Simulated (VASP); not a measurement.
VASP ran on this input.

**KPOINTS**
```
k-points along high-symmetry lines
6
Line-mode
Reciprocal
  0.000000   0.000000   0.000000 ! GAMMA
  0.500000   0.000000   0.500000 ! X

  0.500000   0.000000   0.500000 ! X
  0.625000   0.250000   0.625000 ! U

  0.375000   0.375000   0.750000 ! K
  0.000000   0.000000   0.000000 ! GAMMA

  0.000000   0.000000   0.000000 ! GAMMA
  0.500000   0.500000   0.500000 ! L

  0.500000   0.500000   0.500000 ! L
  0.500000   0.250000   0.750000 ! W

  0.500000   0.250000   0.750000 ! W
  0.500000   0.000000   0.500000 ! X
```

**INCAR**
```
SYSTEM = Pd
PREC = Accurate
ENCUT = 400
EDIFF = 1E-6
NELM = 100
ALGO = Normal
LREAL = .FALSE.
LASPH = .TRUE.
ISMEAR = 1
SIGMA = 0.1
GGA = PE
LMAXMIX = 4
LWAVE = .FALSE.
LCHARG = .FALSE.
ISIF = 2
```

**POSCAR**
```
Pd
1
    0.0000000000     1.9839000000     1.9839000000
    1.9839000000     0.0000000000     1.9839000000
    1.9839000000     1.9839000000     0.0000000000
Pd
1
Direct
  0.0000000000   0.0000000000   0.0000000000
```

POTCAR, in this order: Pd (PBE.64 set). Program: vasp_std.

Output of the run:

**standard output**
```
 POSCAR found type information on POSCAR Pd
 POSCAR found :  1 types and       1 ions
 Reading from existing POTCAR
 Reading from existing POTCAR
 LDA part: xc-table for (Slater+PW92), standard interpolation
 POSCAR, INCAR and KPOINTS ok, starting setup
 WAVECAR not read
 entering main loop
       N       E                     dE             d eps       ncg     rms          rms(c)
DAV:   1     0.322489557378E+02    0.32249E+02   -0.44833E+03   664   0.813E+02
DAV:   2    -0.523365699373E+01   -0.37483E+02   -0.35941E+02   687   0.169E+02
DAV:   3    -0.552518324452E+01   -0.29153E+00   -0.29111E+00   766   0.175E+01
DAV:   4    -0.552629665123E+01   -0.11134E-02   -0.11133E-02   728   0.959E-01
DAV:   5    -0.552630967209E+01   -0.13021E-04   -0.13022E-04   778   0.883E-02    0.800E+00
DAV:   6    -0.541702032596E+01    0.10929E+00   -0.47893E-01   655   0.666E+00    0.459E+00
DAV:   7    -0.541002381825E+01    0.69965E-02   -0.11220E-03   728   0.355E-01    0.230E+00
DAV:   8    -0.540770819296E+01    0.23156E-02   -0.60452E-04   654   0.217E-01    0.173E-02
DAV:   9    -0.540771226038E+01   -0.40674E-05   -0.62824E-06   883   0.235E-02    0.752E-03
DAV:  10    -0.540771406575E+01   -0.18054E-05   -0.75024E-07   648   0.990E-03    0.742E-04
DAV:  11    -0.540771399551E+01    0.70240E-07   -0.43812E-08   356   0.205E-03
   1 F= -.54077140E+01 E0= -.54070195E+01  d E =-.208337E-02
```

File OUTCAR:
```
------------------------ aborting loop because EDIFF is reached ----------------------------------------
  FORCE on cell =-STRESS in cart. coord.  units (eV):
  Direction    XX          YY          ZZ          XY          YZ          ZX
  --------------------------------------------------------------------------------------
  Total        0.3869047      0.3869047      0.3869047      0.0000000      0.0000000     -0.0000000
  in kB       39.6940355     39.6940355     39.6940355      0.0000000      0.0000000     -0.0000000
  external PRESSURE =      39.6940355 kB  Pullay stress =       0.0000000 kB
  volume of cell :       15.62
      direct lattice vectors                 reciprocal lattice vectors
     0.000000000  1.983900000  1.983900000    -0.252028832  0.252028832  0.252028832
     1.983900000  0.000000000  1.983900000     0.252028832 -0.252028832  0.252028832
     1.983900000  1.983900000  0.000000000     0.252028832  0.252028832 -0.252028832
 POSITION                                       TOTAL-FORCE (eV/Angst)
 -----------------------------------------------------------------------------------
      0.00000      0.00000      0.00000         0.000000     -0.000000      0.000000
 -----------------------------------------------------------------------------------
    total drift:                                0.000000      0.000000      0.000000
  FREE ENERGIE OF THE ION-ELECTRON SYSTEM (eV)
  ---------------------------------------------------
  free  energy   TOTEN  =        -5.4077139955 eV

  energy  without entropy=       -5.4056306217  energy(sigma->0) =       -5.40701954
```
(Selected blocks of OUTCAR.)

Question: The run ends quietly. Is anything wrong with it?

Answer: The cause: a line-mode KPOINTS file was used for a self-consistent run. The run ends without an error. Against the sound run, the energy per atom (σ→0) falls by 0.192 eV/atom; the pressure rises by 7.90 GPa. To mend it, correct KPOINTS.
KPOINTS:
```
Automatic mesh
0
Gamma
12 12 12
0 0 0
```
The mended run (PBE GGA, plane waves, VASP's PBE PAW potentials (set 64)) converges, and its OSZICAR ends with
```
   1 F= -.52159347E+01 E0= -.52153489E+01  d E =-.175752E-02
```

The compound is Pd in the fcc structure. The cell was not relaxed at this level.
